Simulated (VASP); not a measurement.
An input for Ansatz (written as the equivalent of a VASP run, and not itself run):

Ansatz 0.2 input:
```yaml
crystal:
  lattice:
    - [0.0000000, 2.4948932, 2.4948932]
    - [2.4948932, 0.0000000, 2.4948932]
    - [2.4948932, 2.4948932, 0.0000000]
  atoms:
    - { symbol: Pb, position: [0.0000000, 0.0000000, 0.0000000] }
kpoints:
  mp_grid: { grid: [11, 11, 11] }
hamiltonian:
  xc: r2scan
  pseudopotentials: { kind: paw }
scf:
  occupations: { method: methfessel_paxton, width: 0.1 }
  max_iter: 100
relax:
  max_steps: 60
  f_tol: 0.01
  cell: {}
output: { forces: true, stress: true, eigenvalues: true }
```

Task: Translate this input to VASP (INCAR, KPOINTS, POSCAR, choice of POTCAR).

Result: One answer among several that fit: 
POSCAR:
```
Pb
1
    0.0000000000     2.4948932385     2.4948932385
    2.4948932385    -0.0000000000     2.4948932385
    2.4948932385     2.4948932385     0.0000000000
Pb
1
Direct
  0.0000000000   0.0000000000   0.0000000000
```

### KPOINTS
```
Automatic mesh
0
Gamma
11 11 11
0 0 0
```

**INCAR**
```
ENCUT=480   # plane-wave cut-off (eV)
LASPH=T   # aspherical one-centre terms
ISMEAR=1
EDIFFG=-0.01
LWAVE=F
NSW=60   # most ionic steps
SIGMA=0.1
LCHARG=F
NELM=100   # most electronic steps
IBRION=2
LREAL=F   # projection in real space or not
METAGGA=R2SCAN
SYSTEM=Pb
LMIXTAU=T
ISIF=3   # ions, shape and volume
EDIFF=1E-6
ALGO=Normal   # blocked Davidson
LMAXMIX=4   # l cut-off of mixed one-centre charges
PREC=Accurate
```

POTCAR, in this order: Pb_d (PBE.64 set). Program: vasp_std.

The two are equivalent in intent, not identical: each code has its own PAW files, so the cut-off isn't converted (ENCUT is set for VASP's; basis.ecutwfc is left out, and Ansatz then takes the one that its files recommend); Ansatz stops its SCF on the density residual and VASP on the energy change (EDIFF).

The compound is Pb in the fcc structure. It was relaxed first. The start is the result of an earlier pass.
